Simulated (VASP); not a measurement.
Energy against volume of Pt (fcc). These are vdW-DF-cx, VASP's PBE PAW potentials (set 64) (plane waves; VASP) values and carry that method's errors.

| V (Å³/atom) | E (eV/atom) |
|---|---|
| 14.248 | -3.96476 |
| 14.703 | -4.00754 |
| 15.158 | -4.02093 |
| 15.613 | -4.01005 |
| 16.067 | -3.97920 |

**Question.** Fit a third-order Birch-Murnaghan equation of state.

**Answer.** 
```json
{
  "volume_per_atom": "15.17 Å^3/atom",
  "bulk_modulus": "283 GPa",
  "pressure_derivative_of_the_bulk_modulus": "5.43",
  "lattice_constant_a": "3.929 Å"
}
```

Measured: bulk modulus 289 GPa at 0 K (computed value off by -2.1 %), as given by H. Levämäki et al., Physical Review B (2014), arXiv:1402.3671 [corrected for temperature and zero-point phonon effects]; a 3.913 Å at 0 K (computed value off by +0.4 %), as given by Daniel Mejia-Rodriguez et al., Physical Review B (2018), arXiv:1807.09216 [static lattice: zero-point anharmonic expansion removed].

The compound is Pt in the fcc structure. It was relaxed first.
